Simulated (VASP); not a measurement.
**MoW (ordered alloy cell): computed properties**

The numbers are results of PBEsol GGA, VASP's PBE PAW potentials (set 64) (plane waves; VASP 6.6.1), not measurements.

- space group = Cmmm (65)
- cell = a = 3.1441 Å, b = 4.4555 Å, c = 4.4325 Å, α = β = γ = 90.00°
- volume per atom = 15.52 Å^3/atom
- band gap (over mesh and band path) = none (metal, semimetal or under 0.01 eV)
- density = 14.96 g/cm³

```
CELL_PARAMETERS angstrom
     -3.14415     3.13423     3.13423
      1.57207    -1.57526     1.57526
      1.57207     1.57526    -1.57526
ATOMIC_POSITIONS crystal
  W  0.00000 0.00000 0.00000
  Mo 0.50000 0.00000 0.00000
```

Unless said otherwise, spin-orbit coupling is left out, though it shifts the bands of the heavy elements here.

The structure was generated: MoW was put into an ordered model structure (Cmmm), which need not be its known phase. It was relaxed first. Symmetry was kept, so distortions that lower it aren't found.
